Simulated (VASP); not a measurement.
Elastic constants (GPa) of a crystal from PBE GGA, VASP's PBE PAW potentials (set 64) in VASP 6.6.1:

```
       xx     yy     zz     yz     xz     xy
--  -----  -----  -----  -----  -----  -----
xx  331.4  189.6  189.6    0.0    0.0    0.0
yy  189.6  331.4  189.6    0.0    0.0    0.0
zz  189.6  189.6  331.4    0.0    0.0    0.0
yz    0.0    0.0    0.0  140.4    0.0    0.0
xz    0.0    0.0    0.0    0.0  140.4    0.0
xy    0.0    0.0    0.0    0.0    0.0  140.4
```

Finite-difference elastic constants of metals are sensitive to mesh and smearing; shear constants can be off by tens of GPa.

Question: Work out the Voigt, Reuss and Hill moduli, Young's modulus and Poisson's ratio.

Answer: All eigenvalues are positive (smallest 140.4 GPa), so the crystal is stable. K_V = (C11+C22+C33+2(C12+C13+C23))/9 = (994.2 + 2×568.8)/9 = 236.9 GPa; G_V = (994.2 − 568.8 + 3×421.2)/15 = 112.6 GPa. From the compliances, K_R = 236.9 GPa and G_R = 100.9 GPa. Hill: K = 236.9 GPa, G = 106.7 GPa, E = 9KG/(3K+G) = 278.4 GPa, ν = (3K−2G)/(2(3K+G)) = 0.304. K/G = 2.22, above Pugh's 1.75; universal anisotropy A^U = 0.58.

Question: With a density of 17.12 g/cm³, what are the mean sound speeds?

Answer: v_l = √((K+4G/3)/ρ) = 4.71 km/s and v_t = √(G/ρ) = 2.50 km/s. The crystal is Pt3Ti (L1_2), cubic.

The compound is Pt3Ti in the L1_2 structure. It was relaxed first.
